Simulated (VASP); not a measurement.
```
CuI
1.0
    0.00000     3.02500     3.02500
    3.02500     0.00000     3.02500
    3.02500     3.02500     0.00000
Cu I
1 1
Direct
  0.00000   0.00000   0.00000
  0.25000   0.25000   0.25000
```

The base run (VASP): PBE GGA, plane waves, VASP's PBE PAW potentials (set 64). Run with 400 eV cut-off, 7×7×7 Γ-centred mesh, Gaussian smearing of 0.050 eV, potentials Cu I.

The base run took about 10 core-seconds. The timings are rough (shared machines, no repeats); factors under 2 mean little.

Pressures at a finite cut-off, here 400 eV, hold a Pulay part, which wasn't tested here.

```json
[
 {"setting": "GGA = PS", "cost over the base run": "within a factor of 2", "electronic steps": "15", "pressure (GPa)": "-2.40"},
 {"setting": "IVDW = 12", "cost over the base run": "within a factor of 2", "electronic steps": "15", "pressure (GPa)": "-1.85"},
 {"setting": "base run", "cost over the base run": "reference", "electronic steps": "15", "pressure (GPa)": "0.41"},
 {"setting": "GGA = RE", "cost over the base run": "within a factor of 2", "electronic steps": "15", "pressure (GPa)": "1.89"},
 {"setting": "IVDW = 11", "cost over the base run": "within a factor of 2", "electronic steps": "15", "pressure (GPa)": "-1.47"},
 {"setting": "AGGAC = 0.0, GGA = BO, LUSE_VDW = .TRUE., PARAM1 = 0.1833333333, PARAM2 = 0.22", "cost over the base run": "about 2 times", "electronic steps": "12", "pressure (GPa)": "0.34"},
 {"setting": "GGA removed, LMIXTAU = .TRUE., METAGGA = R2SCAN", "cost over the base run": "about 4 times", "electronic steps": "16", "pressure (GPa)": "-0.81"}
]
```

Left out are runs that failed, have no time on record or changed the cell.

The compound is CuI in the zinc blende structure. The cell was not relaxed at this level.
